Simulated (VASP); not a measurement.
Data:

```
CELL_PARAMETERS angstrom
      0.00000     3.20897     3.14558
      3.19817     0.00000     3.14558
      3.19817     3.20897     0.00000
ATOMIC_POSITIONS crystal
  Sn 0.00000 0.00000 0.00000
  Te 0.48623 0.51377 0.51377
```

Level of theory: PBE GGA, VASP's PBE PAW potentials (set 64) (plane waves; VASP 6.6.1). Settings: 300 eV cut-off, 7×7×7 Γ-centred mesh, Gaussian smearing of 0.050 eV, potentials Sn_d Te.

### Question
What does the run give for the energy per atom (σ→0)?

### Answer

| Property | Value |
|---|---|
| energy per atom (σ→0) | -3.780 eV/atom |

The compound is SnTe in the rock salt structure, which distorts at low temperature. The cell was not relaxed at this level, atoms are displaced from their ideal sites. The run is one of a series of settings (ENCUT = 300 against the base run), some of them coarse on purpose.
